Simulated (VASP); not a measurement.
OSZICAR of a VASP run on Ni3Fe (L1_2):

OSZICAR:
```
       N       E                     dE             d eps       ncg     rms          rms(c)
DAV:   1     0.237474363064E+03    0.23747E+03   -0.16906E+04  3668   0.213E+03
DAV:   2    -0.199223210778E+02   -0.25740E+03   -0.24898E+03  3524   0.374E+02
DAV:   3    -0.335305034685E+02   -0.13608E+02   -0.12931E+02  3650   0.121E+02
DAV:   4    -0.337484552025E+02   -0.21795E+00   -0.21715E+00  3786   0.161E+01
DAV:   5    -0.337549011787E+02   -0.64460E-02   -0.64453E-02  4938   0.239E+00    0.229E+01
DAV:   6    -0.302635481775E+02    0.34914E+01   -0.39848E+01  3574   0.997E+01    0.147E+01
DAV:   7    -0.321001043022E+02   -0.18366E+01   -0.13735E+01  4018   0.102E+02    0.229E+01
DAV:   8    -0.292143236099E+02    0.28858E+01   -0.11458E+01  4434   0.562E+01    0.467E+00
DAV:   9    -0.292331636701E+02   -0.18840E-01   -0.44806E-01  4207   0.864E+00    0.319E+00
DAV:  10    -0.292005840071E+02    0.32580E-01   -0.71259E-02  4619   0.747E+00    0.135E+00
DAV:  11    -0.291957613517E+02    0.48227E-02   -0.20601E-02  5671   0.196E+00    0.669E-01
DAV:  12    -0.291961295462E+02   -0.36819E-03   -0.26927E-03  4503   0.118E+00    0.206E-01
DAV:  13    -0.291960901415E+02    0.39405E-04   -0.46594E-04  4486   0.295E-01    0.785E-02
DAV:  14    -0.291960816076E+02    0.85339E-05   -0.96293E-05  4972   0.205E-01    0.345E-02
DAV:  15    -0.291960827097E+02   -0.11020E-05   -0.12952E-05  4272   0.452E-02    0.153E-02
DAV:  16    -0.291960827485E+02   -0.38835E-07   -0.24578E-06  1990   0.426E-02
   1 F= -.29196083E+02 E0= -.29196596E+02  d E =-.291961E+02  mag=     4.4290
       N       E                     dE             d eps       ncg     rms          rms(c)
DAV:   1    -0.292166552627E+02   -0.20573E-01   -0.25075E-01  3524   0.745E+00    0.148E+00
DAV:   2    -0.293394773591E+02   -0.12282E+00   -0.70960E-01  4185   0.172E+01    0.696E+00
DAV:   3    -0.291984734864E+02    0.14100E+00   -0.52201E-01  4081   0.162E+01    0.870E-01
DAV:   4    -0.291967882080E+02    0.16853E-02   -0.19431E-02  4067   0.188E+00    0.419E-01
DAV:   5    -0.291962067424E+02    0.58147E-03   -0.11456E-03  5309   0.533E-01    0.203E-01
DAV:   6    -0.291959165719E+02    0.29017E-03   -0.42957E-04  6251   0.416E-01    0.314E-02
DAV:   7    -0.291959163808E+02    0.19110E-06   -0.60998E-05  3666   0.963E-02    0.188E-02
DAV:   8    -0.291959168005E+02   -0.41966E-06   -0.24235E-06  2745   0.191E-02
   2 F= -.29195917E+02 E0= -.29196432E+02  d E =0.165948E-03  mag=     4.4323
       N       E                     dE             d eps       ncg     rms          rms(c)
DAV:   1    -0.292036250087E+02   -0.77086E-02   -0.88199E-02  3513   0.439E+00    0.904E-01
DAV:   2    -0.292410302076E+02   -0.37405E-01   -0.19920E-01  4203   0.107E+01    0.308E+00
DAV:   3    -0.291968794351E+02    0.44151E-01   -0.12232E-01  4076   0.983E+00    0.497E-01
DAV:   4    -0.291963960475E+02    0.48339E-03   -0.61879E-03  4055   0.117E+00    0.158E-01
DAV:   5    -0.291963106203E+02    0.85427E-04   -0.40750E-04  4898   0.253E-01    0.584E-02
DAV:   6    -0.291962542854E+02    0.56335E-04   -0.45045E-05  4947   0.106E-01    0.197E-02
DAV:   7    -0.291962535304E+02    0.75496E-06   -0.59126E-06  3613   0.296E-02
   3 F= -.29196254E+02 E0= -.29196767E+02  d E =-.170782E-03  mag=     4.4302
```

Q: Which electronic solver shows in the log?

A: It is blocked Davidson (ALGO = Normal, or the opening steps of other solvers). The INCAR had ALGO = Normal.

Q: How was spin treated?

A: Collinear spin (ISPIN = 2): the summary line carries one mag value, 4.43 μB in the cell.

Q: Can the final energy be trusted as converged?

A: The calculation finished and met its thresholds. It stopped with EDIFF = 1E-6, NELM = 100, NSW = 40 and EDIFFG = -0.02 after 3 ionic steps (LDA (Ceperley-Alder, Perdew-Zunger), plane waves, VASP's LDA PAW potentials (set 64)).

The compound is Ni3Fe in the L1_2 structure. This run relaxes it. Symmetry was kept, so distortions that lower it aren't found.
